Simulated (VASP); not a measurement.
Data:

```xyz
3
Lattice="3.3205 0.0000 0.0000 -1.6602 2.8756 0.0000 0.0000 0.0000 5.9675" Properties=species:S:1:pos:R:3 pbc="T T T"
Ta     0.0000     0.0000     0.0000
S      0.0000     1.9171     1.5406
S      1.6602     0.9585     4.4269
```

Calculation: PBEsol GGA with spin-orbit coupling, VASP's PBE PAW potentials (set 64) (plane waves; VASP). Run with 400 eV cut-off, 11×11×6 Γ-centred mesh, Gaussian smearing of 0.050 eV, potentials Ta_pv S.

Question: The job: TaS2 (relaxed from the CdI2 structure, space group P-3m1), 3 atoms, PBEsol+SOC, static run, 400 eV, 11×11×6 Γ-centred mesh. Roughly how much core time does it take on a busy server core?

Answer: About 5 core-minutes (one run on a shared machine, a rough figure). It had 84 irreducible k-points, 30 bands, up to 2174 plane waves and 14 electronic steps.

The structure was generated: TaS2 was put into the CdI2 type (P-3m1), which need not be its known phase. It was relaxed first, which changed the volume by -12 %.
